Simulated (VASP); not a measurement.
Given:

```yaml
crystal:
  lattice:
    - [0.00000, 2.04311, 2.04311]
    - [2.04311, 0.00000, 2.04311]
    - [2.04311, 2.04311, 0.00000]
  atoms:
    - { symbol: Ag, position: [0.00000, 0.00000, 0.00000] }
```

All values below come from TPSS meta-GGA, VASP's PBE PAW potentials (set 64) (plane waves; VASP). Numerical set-up: 520 eV cut-off, 17×17×17 Γ-centred mesh, tetrahedra with Blöchl corrections, potentials Ag.

### Question
Give the energies of bands 1 to 7 at the high-symmetry points, in eV from the Fermi level.

### Answer

| band | Γ | X | U | L | W |
|---|---|---|---|---|---|
| 1 | -7.84 | -6.55 | -6.10 | -6.48 | -5.80 |
| 2 | -4.88 | -6.39 | -5.68 | -4.91 | -5.16 |
| 3 | -4.88 | -3.08 | -4.16 | -4.91 | -5.16 |
| 4 | -4.88 | -2.83 | -3.62 | -3.04 | -3.84 |
| 5 | -3.84 | -2.83 | -3.11 | -3.04 | -2.83 |
| 6 | -3.84 | 1.56 | 4.26 | -0.50 | 5.93 |
| 7 | 15.92 | 6.74 | 5.24 | 3.62 | 5.93 |

It has no gap at this level: it comes out as a metal or semimetal.

The compound is Ag in the fcc structure. It was relaxed first.
